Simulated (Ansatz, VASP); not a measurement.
# Si54SN71 (S_N): VASP beside Ansatz

Aim: how closely do two programs agree when they are given the same cell, functional and k mesh? The structure shown is the start of the Ansatz relaxation below; VASP solves that cell, so the two are compared at the walk's first step.

Main program and level: Ansatz 0.2.0; plane waves, with VASP 6.6.1 beside it; single point at PBEsol.

## (1) The structure

The cell holds 126 atoms: 54 Si, 71 N and 1 S. Its edges and angles: a = 13.206 Å, b = 13.206 Å, c = 8.731 Å, α = 90.0°, β = 90.0°, γ = 120.0°. It derives from Si3N4 (Si3N4 (P6_3/m)). Nearest the centre at fractional (0.576, 0.453, 0.583): S126 at 0.05 Å, Si35 at 1.72 Å, Si53 at 1.74 Å, Si32 at 1.78 Å, N80 at 2.75 Å, N107 at 2.82 Å, N122 at 2.85 Å, N84 at 2.86 Å.

## (2) Ansatz: relaxation, PBEsol

Ansatz runs on its PAW soft_1 files.

The two programs are compared at the cell with which this relaxation starts, whose forces are those of its first step.

The input, input.yaml:

```yaml
crystal:
  lattice:
    - [11.43668588, 6.60297367, 0.0]
    - [-11.43668588, 6.60297367, 0.0]
    - [0.0, 0.0, 8.73076733]
  atoms:
    - { symbol: Si, position: [0.01950046, 0.80655545, 0.25] }
    - { symbol: Si, position: [0.3528338, 0.47322211, 0.25] }
    - { symbol: Si, position: [0.68616713, 0.13988878, 0.25] }
    - { symbol: Si, position: [0.21294502, 0.01950046, 0.08333333] }
    - { symbol: Si, position: [0.54627835, 0.68616713, 0.08333333] }
    - { symbol: Si, position: [0.87961168, 0.3528338, 0.08333333] }
    - { symbol: Si, position: [0.13988878, 0.45372165, 0.08333333] }
    - { symbol: Si, position: [0.47322211, 0.12038832, 0.08333333] }
    - { symbol: Si, position: [0.80655545, 0.78705498, 0.08333333] }
    - { symbol: Si, position: [0.19344455, 0.21294502, 0.25] }
    - { symbol: Si, position: [0.52677789, 0.87961168, 0.25] }
    - { symbol: Si, position: [0.86011122, 0.54627835, 0.25] }
    - { symbol: Si, position: [0.12038832, 0.6471662, 0.25] }
    - { symbol: Si, position: [0.45372165, 0.31383287, 0.25] }
    - { symbol: Si, position: [0.78705498, 0.98049954, 0.25] }
    - { symbol: Si, position: [0.31383287, 0.86011122, 0.08333333] }
    - { symbol: Si, position: [0.6471662, 0.52677789, 0.08333333] }
    - { symbol: Si, position: [0.98049954, 0.19344455, 0.08333333] }
    - { symbol: "N", position: [0.0, 0.66666667, 0.25] }
    - { symbol: "N", position: [0.33333333, 0.33333333, 0.25] }
    - { symbol: "N", position: [0.66666667, 0.0, 0.25] }
    - { symbol: "N", position: [0.0, 0.33333333, 0.08333333] }
    - { symbol: "N", position: [0.33333333, 0.0, 0.08333333] }
    - { symbol: "N", position: [0.66666667, 0.66666667, 0.08333333] }
    - { symbol: "N", position: [0.21345843, 0.45653274, 0.25] }
    - { symbol: "N", position: [0.54679176, 0.12319941, 0.25] }
    - { symbol: "N", position: [0.8801251, 0.78986608, 0.25] }
    - { symbol: "N", position: [0.09025902, 0.8801251, 0.08333333] }
    - { symbol: "N", position: [0.42359235, 0.54679176, 0.08333333] }
    - { symbol: "N", position: [0.75692569, 0.21345843, 0.08333333] }
    - { symbol: "N", position: [0.12319941, 0.57640765, 0.08333333] }
    - { symbol: "N", position: [0.45653274, 0.24307431, 0.08333333] }
    - { symbol: "N", position: [0.78986608, 0.90974098, 0.08333333] }
    - { symbol: "N", position: [0.21013392, 0.09025902, 0.25] }
    - { symbol: "N", position: [0.54346726, 0.75692569, 0.25] }
    - { symbol: "N", position: [0.87680059, 0.42359235, 0.25] }
    - { symbol: "N", position: [0.1198749, 0.21013392, 0.08333333] }
    - { symbol: "N", position: [0.45320824, 0.87680059, 0.08333333] }
    - { symbol: "N", position: [0.78654157, 0.54346726, 0.08333333] }
    - { symbol: "N", position: [0.24307431, 0.78654157, 0.25] }
    - { symbol: "N", position: [0.57640765, 0.45320824, 0.25] }
    - { symbol: "N", position: [0.90974098, 0.1198749, 0.25] }
    - { symbol: Si, position: [0.01950046, 0.80655545, 0.58333333] }
    - { symbol: Si, position: [0.3528338, 0.47322211, 0.58333333] }
    - { symbol: Si, position: [0.68616713, 0.13988878, 0.58333333] }
    - { symbol: Si, position: [0.21294502, 0.01950046, 0.41666667] }
    - { symbol: Si, position: [0.54627835, 0.68616713, 0.41666667] }
    - { symbol: Si, position: [0.87961168, 0.3528338, 0.41666667] }
    - { symbol: Si, position: [0.13988878, 0.45372165, 0.41666667] }
    - { symbol: Si, position: [0.47322211, 0.12038832, 0.41666667] }
    - { symbol: Si, position: [0.80655545, 0.78705498, 0.41666667] }
    - { symbol: Si, position: [0.19344455, 0.21294502, 0.58333333] }
    - { symbol: Si, position: [0.52677789, 0.87961168, 0.58333333] }
    - { symbol: Si, position: [0.86011122, 0.54627835, 0.58333333] }
    - { symbol: Si, position: [0.12038832, 0.6471662, 0.58333333] }
    - { symbol: Si, position: [0.45372165, 0.31383287, 0.58333333] }
    - { symbol: Si, position: [0.78705498, 0.98049954, 0.58333333] }
    - { symbol: Si, position: [0.31383287, 0.86011122, 0.41666667] }
    - { symbol: Si, position: [0.6471662, 0.52677789, 0.41666667] }
    - { symbol: Si, position: [0.98049954, 0.19344455, 0.41666667] }
    - { symbol: "N", position: [0.0, 0.66666667, 0.58333333] }
    - { symbol: "N", position: [0.33333333, 0.33333333, 0.58333333] }
    - { symbol: "N", position: [0.66666667, 0.0, 0.58333333] }
    - { symbol: "N", position: [0.0, 0.33333333, 0.41666667] }
    - { symbol: "N", position: [0.33333333, 0.0, 0.41666667] }
    - { symbol: "N", position: [0.66666667, 0.66666667, 0.41666667] }
    - { symbol: "N", position: [0.21345843, 0.45653274, 0.58333333] }
    - { symbol: "N", position: [0.54679176, 0.12319941, 0.58333333] }
    - { symbol: "N", position: [0.8801251, 0.78986608, 0.58333333] }
    - { symbol: "N", position: [0.09025902, 0.8801251, 0.41666667] }
    - { symbol: "N", position: [0.42359235, 0.54679176, 0.41666667] }
    - { symbol: "N", position: [0.75692569, 0.21345843, 0.41666667] }
    - { symbol: "N", position: [0.12319941, 0.57640765, 0.41666667] }
    - { symbol: "N", position: [0.45653274, 0.24307431, 0.41666667] }
    - { symbol: "N", position: [0.78986608, 0.90974098, 0.41666667] }
    - { symbol: "N", position: [0.21013392, 0.09025902, 0.58333333] }
    - { symbol: "N", position: [0.54346726, 0.75692569, 0.58333333] }
    - { symbol: "N", position: [0.87680059, 0.42359235, 0.58333333] }
    - { symbol: "N", position: [0.1198749, 0.21013392, 0.41666667] }
    - { symbol: "N", position: [0.45320824, 0.87680059, 0.41666667] }
    - { symbol: "N", position: [0.78654157, 0.54346726, 0.41666667] }
    - { symbol: "N", position: [0.24307431, 0.78654157, 0.58333333] }
    - { symbol: S, position: [0.57640765, 0.45320824, 0.58333333] }
    - { symbol: "N", position: [0.90974098, 0.1198749, 0.58333333] }
    - { symbol: Si, position: [0.01950046, 0.80655545, 0.91666667] }
    - { symbol: Si, position: [0.3528338, 0.47322211, 0.91666667] }
    - { symbol: Si, position: [0.68616713, 0.13988878, 0.91666667] }
    - { symbol: Si, position: [0.21294502, 0.01950046, 0.75] }
    - { symbol: Si, position: [0.54627835, 0.68616713, 0.75] }
    - { symbol: Si, position: [0.87961168, 0.3528338, 0.75] }
    - { symbol: Si, position: [0.13988878, 0.45372165, 0.75] }
    - { symbol: Si, position: [0.47322211, 0.12038832, 0.75] }
    - { symbol: Si, position: [0.80655545, 0.78705498, 0.75] }
    - { symbol: Si, position: [0.19344455, 0.21294502, 0.91666667] }
    - { symbol: Si, position: [0.52677789, 0.87961168, 0.91666667] }
    - { symbol: Si, position: [0.86011122, 0.54627835, 0.91666667] }
    - { symbol: Si, position: [0.12038832, 0.6471662, 0.91666667] }
    - { symbol: Si, position: [0.45372165, 0.31383287, 0.91666667] }
    - { symbol: Si, position: [0.78705498, 0.98049954, 0.91666667] }
    - { symbol: Si, position: [0.31383287, 0.86011122, 0.75] }
    - { symbol: Si, position: [0.6471662, 0.52677789, 0.75] }
    - { symbol: Si, position: [0.98049954, 0.19344455, 0.75] }
    - { symbol: "N", position: [0.0, 0.66666667, 0.91666667] }
    - { symbol: "N", position: [0.33333333, 0.33333333, 0.91666667] }
    - { symbol: "N", position: [0.66666667, 0.0, 0.91666667] }
    - { symbol: "N", position: [0.0, 0.33333333, 0.75] }
    - { symbol: "N", position: [0.33333333, 0.0, 0.75] }
    - { symbol: "N", position: [0.66666667, 0.66666667, 0.75] }
    - { symbol: "N", position: [0.21345843, 0.45653274, 0.91666667] }
    - { symbol: "N", position: [0.54679176, 0.12319941, 0.91666667] }
    - { symbol: "N", position: [0.8801251, 0.78986608, 0.91666667] }
    - { symbol: "N", position: [0.09025902, 0.8801251, 0.75] }
    - { symbol: "N", position: [0.42359235, 0.54679176, 0.75] }
    - { symbol: "N", position: [0.75692569, 0.21345843, 0.75] }
    - { symbol: "N", position: [0.12319941, 0.57640765, 0.75] }
    - { symbol: "N", position: [0.45653274, 0.24307431, 0.75] }
    - { symbol: "N", position: [0.78986608, 0.90974098, 0.75] }
    - { symbol: "N", position: [0.21013392, 0.09025902, 0.91666667] }
    - { symbol: "N", position: [0.54346726, 0.75692569, 0.91666667] }
    - { symbol: "N", position: [0.87680059, 0.42359235, 0.91666667] }
    - { symbol: "N", position: [0.1198749, 0.21013392, 0.75] }
    - { symbol: "N", position: [0.45320824, 0.87680059, 0.75] }
    - { symbol: "N", position: [0.78654157, 0.54346726, 0.75] }
    - { symbol: "N", position: [0.24307431, 0.78654157, 0.91666667] }
    - { symbol: "N", position: [0.57640765, 0.45320824, 0.91666667] }
    - { symbol: "N", position: [0.90974098, 0.1198749, 0.91666667] }
  host:
    repeats: [1, 1, 3]
    atoms:
      - { symbol: Si, position: [0.01950046, 0.80655545, 0.75] }
      - { symbol: Si, position: [0.3528338, 0.47322211, 0.75] }
      # ... 40 more atoms of the perfect host
basis:
  ecutwfc: 420
  xc_grid: 2
hamiltonian:
  xc: pbesol
  pseudopotentials: { kind: paw, azcp: { folder: soft_1 }, xc_functional: pbe }
kpoints:
  mp_grid: { grid: [1, 1, 1], shift: [0.25, 0.25, 0.25] }
magnetization:
  spin_polarized: true
  initial_magnetization: 1
  spin_locking: { lock_magnetization: hard }
scf:
  occupations: { method: fixed }
  max_iter: 100
output:
  forces: true
  charged_corrections:
    epsilon: [4.29, 4.29, 4.37]
    static_epsilon: [8.29, 8.29, 8.25]
    defect_position: [0.576408, 0.453208, 0.583333]
relax:
  f_tol: 0.02
  max_steps: 80
  random_displacement: { amplitude: 0.05, seed: 8566 }
checkpoint:
  write: "../q0_M1.relax.run"
  compress: false
  write_wavefunctions: true
  write_every: 100000
```

The run is started by

```
$ ansatz run input.yaml --threads 8 --pin off --max-ram 22609MiB --backend cpu --events-out ev --progress --plain --runs-dir out
```

Numbers of over 12 decimals in the logs are rounded to 6 here.

Log:

```text
Engine: ansatz 0.2.0, aarch64-unknown-linux-gnu
Pseudopotentials: kind: paw
Pseudopotential: Si, paw, valence charge 4, recommended cutoff 420 eV (normal), soft_1/Si.paw.azcp
Pseudopotential: N, paw, valence charge 5, recommended cutoff 420 eV (normal), soft_1/N.paw.azcp
Pseudopotential: S, paw, valence charge 6, recommended cutoff 420 eV (normal), soft_1/S.paw.azcp
Functional definition: PBEsol
  exchange = pbesol_x
  correlation = pbesol_c
Crystal: 126 atoms, lattice volume = 1318.628 Å³
Basis set: ecut = 420 eV, 25805 PW (Γ), exchange–correlation on 180×180×120 points (8 copies of the dense FFT grid, shifted against one another)
Bands: 415, of which v1, the nominal top of the filled ones, is band 289 counted from 1 (288 counted from 0)
Symmetry: 1 space group operations
k-points: 1
Non-local potential: Si, projectors of the file, l = 0: 2, l = 1: 2, l = 2: 1
Non-local potential: N, projectors of the file, l = 0: 2, l = 1: 2, l = 2: 1
Non-local potential: S, projectors of the file, l = 0: 2, l = 1: 2, l = 2: 1
PAW form: soft (Blöchl's): semilocal exchange-correlation on the pseudo side does not see the compensation charge
PAW frozen core: Si, regenerated for the run's functional, and the local potential with it (the file was generated under x = pbe(κ = 0.804, μ = 0.219515), c = pbe(β = 0.066725))
PAW frozen core: N, regenerated for the run's functional, and the local potential with it (the file was generated under x = pbe(κ = 0.804, μ = 0.219515), c = pbe(β = 0.066725))
PAW frozen core: S, regenerated for the run's functional, and the local potential with it (the file was generated under x = pbe(κ = 0.804, μ = 0.219515), c = pbe(β = 0.066725))
PAW one-centre angular grid: Si, 110 points (default); XC on 64 Gauss nodes
PAW one-centre angular grid: N, 110 points (default); XC on 64 Gauss nodes
PAW one-centre angular grid: S, 110 points (default); XC on 64 Gauss nodes
Initial density: superposition of atomic densities (chi_scale 0.1, normalization cell, long waves kept (reshape's long-wave potential 0.22 eV rms))
Starting moments: Σ|m| = 1 μB on 126 of 126 sites
Initial wavefunctions: pseudopotential atomic-orbital guess
Functional: x = pbesol(κ = 0.804, μ = 0.123457), c = pbesol(β = 0.046)
SCF iter   1: F=—  HF=-61549.864488 eV  |F-HF|=—  |Δ(HF+E_count)|=         —  Δρ=7.37e-2 (↑7.35e-2 ↓7.37e-2)  dr2=2.99e2  dr2_m=1.22e-1  M=1.000 μB ∫|m|=1.029 μB  β_m=0.30  ethr=3.10e-3  ⟨swp⟩=8.0  Hψ=3315  notcnv=0  defer=248
preconditioner: auto → Resta (q_TF=auto, 2.377 Å⁻¹)  ε∞=3.6  [insulator: Δε(μ)=0.569 eV  Ē_g=15.332 eV  n_scr=282 (ndim 8)  ℏωp=24.6 eV  f_vac=0.010  ε∞_Penn≈3.6]
spin=Collinear: Resta preconditioning applied to the charge; magnetization (m = ρ↑ − ρ↓) channel mixes plain (no charge-response kernel on spin).
SCF iter   2: F=—  HF=-61477.509137 eV  |F-HF|=—  |Δ(HF+E_count)|=    7.24e1  Δρ=3.79e-2 (↑3.78e-2 ↓3.79e-2)  dr2=7.65e1  dr2_m=5.90e-2  M=1.000 μB ∫|m|=1.021 μB  β_m=0.44  ethr=3.10e-3  ⟨swp⟩=3.0  Hψ=1436  notcnv=0  defer=248
SCF iter   3: F=—  HF=-61455.759247 eV  |F-HF|=—  |Δ(HF+E_count)|=    2.17e1  Δρ=1.39e-2 (↑1.39e-2 ↓1.39e-2)  dr2=5.28e0  dr2_m=7.03e-3  M=1.000 μB ∫|m|=1.077 μB  β_m=0.70  ethr=3.10e-3  ⟨swp⟩=3.0  Hψ=1309  notcnv=0  defer=248
SCF iter   4: F=—  HF=-61454.837289 eV  |F-HF|=—  |Δ(HF+E_count)|=   9.22e-1  Δρ=1.33e-3 (↑1.33e-3 ↓1.33e-3)  dr2=1.16e-1  dr2_m=1.85e-4  M=1.000 μB ∫|m|=1.125 μB  β_m=0.78  ethr=9.15e-4  ⟨swp⟩=3.0  Hψ=945  notcnv=0  defer=249
SCF iter   5: F=—  HF=-61454.874629 eV  |F-HF|=—  |Δ(HF+E_count)|=   3.73e-2  Δρ=6.86e-4 (↑6.24e-4 ↓6.86e-4)  dr2=2.43e-2  dr2_m=5.40e-5  M=1.000 μB ∫|m|=1.063 μB  β_m=0.84  ethr=2.00e-5  ⟨swp⟩=3.0  Hψ=1300  notcnv=0  defer=249
SCF iter   6: F=—  HF=-61454.885488 eV  |F-HF|=—  |Δ(HF+E_count)|=   1.09e-2  Δρ=4.01e-4 (↑3.76e-4 ↓4.01e-4)  dr2=8.61e-3  dr2_m=5.42e-6  M=1.000 μB ∫|m|=1.055 μB  β_m=0.79  ethr=4.21e-6  ⟨swp⟩=3.0  Hψ=1161  notcnv=0  defer=249
SCF iter   7: F=—  HF=-61454.887033 eV  |F-HF|=—  |Δ(HF+E_count)|=   1.54e-3  Δρ=6.62e-5 (↑6.47e-5 ↓6.62e-5)  dr2=4.48e-4  dr2_m=8.51e-7  M=1.000 μB ∫|m|=1.053 μB  β_m=0.89  ethr=1.49e-6  ⟨swp⟩=2.0  Hψ=1164  notcnv=0  defer=249
SCF iter   8: F=—  HF=-61454.887886 eV  |F-HF|=—  |Δ(HF+E_count)|=   8.53e-4  Δρ=3.35e-5 (↑3.34e-5 ↓3.35e-5)  dr2=7.53e-5  dr2_m=3.83e-8  M=1.000 μB ∫|m|=1.053 μB  β_m=0.89  ethr=7.77e-8  ⟨swp⟩=2.0  Hψ=1168  notcnv=0  defer=249
SCF iter   9: F=—  HF=-61454.887967 eV  |F-HF|=—  |Δ(HF+E_count)|=   8.09e-5  Δρ=1.70e-5 (↑1.66e-5 ↓1.70e-5)  dr2=1.47e-5  dr2_m=1.37e-8  M=1.000 μB ∫|m|=1.053 μB  β_m=0.79  ethr=1.30e-8  ⟨swp⟩=2.0  Hψ=1166  notcnv=0  defer=249
SCF iter  10: F=-61454.887971 eV  HF=-61454.887971 eV  |F-HF|=5.49e-7  |Δ(HF+E_count)|=   3.91e-6  Δρ=3.15e-6 (↑3.10e-6 ↓3.15e-6)  dr2=5.23e-7  dr2_m=3.73e-9  M=1.000 μB ∫|m|=1.053 μB  ethr=1.73e-9  ⟨swp⟩=4.0  Hψ=2410  notcnv=0
SCF 1 converged in 10 iterations: F = -61454.887971 eV  dr2 = 5.23e-7
[...]
- { symbol: N, position: [0.333317, 0.333550, 0.251936] }
    - { symbol: N, position: [0.666774, 0.000536804, 0.250600] }
    - { symbol: N, position: [0.00111754, 0.334007, 0.083735] }
    - { symbol: N, position: [0.334563, 0.00206288, 0.083692] }
    - { symbol: N, position: [0.668051, 0.667122, 0.083714] }
    - { symbol: N, position: [0.213671, 0.456156, 0.250985] }
    - { symbol: N, position: [0.548226, 0.123807, 0.249234] }
    - { symbol: N, position: [0.882515, 0.793226, 0.250410] }
    - { symbol: N, position: [0.092217, 0.881963, 0.083744] }
    - { symbol: N, position: [0.424088, 0.546818, 0.083809] }
    - { symbol: N, position: [0.757936, 0.214803, 0.083756] }
    - { symbol: N, position: [0.124701, 0.576692, 0.083816] }
    - { symbol: N, position: [0.458983, 0.246377, 0.083689] }
    - { symbol: N, position: [0.789588, 0.909972, 0.083739] }
    - { symbol: N, position: [0.209024, 0.090254, 0.249796] }
    - { symbol: N, position: [0.542409, 0.756746, 0.249879] }
    - { symbol: N, position: [0.879246, 0.425395, 0.249403] }
    - { symbol: N, position: [0.119364, 0.210080, 0.083738] }
    - { symbol: N, position: [0.454530, 0.878832, 0.083860] }
    - { symbol: N, position: [0.791158, 0.547792, 0.083763] }
    - { symbol: N, position: [0.245583, 0.786761, 0.249672] }
    - { symbol: N, position: [0.580398, 0.454741, 0.250541] }
    - { symbol: N, position: [0.907278, 0.121045, 0.248931] }
    - { symbol: Si, position: [0.020879, 0.808833, 0.583726] }
    - { symbol: Si, position: [0.351992, 0.472724, 0.583849] }
    - { symbol: Si, position: [0.686256, 0.141524, 0.583741] }
    - { symbol: Si, position: [0.217031, 0.021152, 0.414048] }
    - { symbol: Si, position: [0.546151, 0.686657, 0.416741] }
    - { symbol: Si, position: [0.879697, 0.355142, 0.417310] }
    - { symbol: Si, position: [0.139787, 0.454346, 0.416919] }
    - { symbol: Si, position: [0.472169, 0.115540, 0.413984] }
    - { symbol: Si, position: [0.808494, 0.790363, 0.416946] }
    - { symbol: Si, position: [0.180908, 0.210749, 0.583758] }
    - { symbol: Si, position: [0.527924, 0.880265, 0.583855] }
    - { symbol: Si, position: [0.862383, 0.551012, 0.583786] }
    - { symbol: Si, position: [0.120662, 0.646919, 0.583820] }
    - { symbol: Si, position: [0.399028, 0.259372, 0.583678] }
    - { symbol: Si, position: [0.786756, 0.981906, 0.583745] }
    - { symbol: Si, position: [0.314455, 0.857164, 0.417535] }
    - { symbol: Si, position: [0.658314, 0.535933, 0.413768] }
    - { symbol: Si, position: [0.976265, 0.193836, 0.415674] }
    - { symbol: N, position: [0.00323949, 0.670163, 0.583814] }
[...]
- { symbol: S, position: [0.570550, 0.415189, 0.583788] }
[...]
- { symbol: Si, position: [0.021530, 0.809432, 0.916850] }
    - { symbol: Si, position: [0.353375, 0.473488, 0.916983] }
    - { symbol: Si, position: [0.687473, 0.140863, 0.917406] }
    - { symbol: Si, position: [0.217011, 0.021148, 0.753365] }
    - { symbol: Si, position: [0.546149, 0.686675, 0.750898] }
    - { symbol: Si, position: [0.879678, 0.355136, 0.750194] }
[...]
- { symbol: Si, position: [0.527286, 0.880110, 0.917657] }
    - { symbol: Si, position: [0.865912, 0.549816, 0.919875] }
    - { symbol: Si, position: [0.122789, 0.648416, 0.917944] }
    - { symbol: Si, position: [0.455511, 0.315631, 0.915966] }
    - { symbol: Si, position: [0.786636, 0.980925, 0.917677] }
    - { symbol: Si, position: [0.314455, 0.857182, 0.750037] }
    - { symbol: Si, position: [0.658409, 0.536007, 0.753596] }
    - { symbol: Si, position: [0.976265, 0.193834, 0.751825] }
[...]
- { symbol: N, position: [0.542479, 0.756820, 0.917768] }
    - { symbol: N, position: [0.879237, 0.425380, 0.918113] }
    - { symbol: N, position: [0.112772, 0.204119, 0.753269] }
    - { symbol: N, position: [0.454668, 0.877437, 0.750392] }
    - { symbol: N, position: [0.796216, 0.551654, 0.755138] }
    - { symbol: N, position: [0.245651, 0.786772, 0.917918] }
    - { symbol: N, position: [0.580478, 0.454778, 0.916796] }
    - { symbol: N, position: [0.907276, 0.121044, 0.918563] }
```

The column dr2 measures how far the density is from self-consistency, as an energy; F and HF (Harris–Foulkes) agree once it is small.

(Part 1 of 2 ends here.)

[Lines on the potential files, build, host, timing and source positions are cut from VASP's logs without a mark.]

[Logs are printed without paths, hosts, clocks, repeated set-up lines and the standing remarks that a program may print on its own settings, such as how far it seeks lower states.]

[Hosts, paths, dates, database ids (printed as entryN), source tags and the programs' standing remarks are cut or masked in the printed files.]
